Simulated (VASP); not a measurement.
```
CuF
1.0
    2.45700     0.00000     0.00000
    0.00000     2.45700     0.00000
    0.00000     0.00000     2.45700
Cu F
1 1
Cartesian
  0.00000   0.00000   0.00000
  1.22850   1.22850   1.22850
```

These are PBEsol GGA, VASP's PBE PAW potentials (set 64) (plane waves; VASP 6.6.1) values and carry that method's errors. Run with 520 eV cut-off, 10×10×10 Γ-centred mesh, Gaussian smearing of 0.050 eV, potentials Cu F.

Energy and stress use the plane-wave basis of the starting cell.

Problem. The ions, cell shape and volume are relaxed. Predict the relaxed structure.

Solution. 
```
CuF
1.0
    2.69608     0.00000     0.00000
    0.00000     2.69608     0.00000
    0.00000     0.00000     2.69608
Cu F
1 1
Cartesian
  0.00000   0.00000   0.00000
  1.34804   1.34804   1.34804
```
Space group Pm-3m (221), at a tolerance of 0.03 Å.

Problem. How do energy and volume change from the first to the last step?

Solution. The energy (σ→0) changes by -467.7 meV/atom and the volume by +32.1 %, in 18 ionic steps.

The structure was generated: CuF was put into the CsCl type type (Pm-3m), which need not be its known phase. This run relaxes it. Symmetry was kept, so distortions that lower it aren't found.
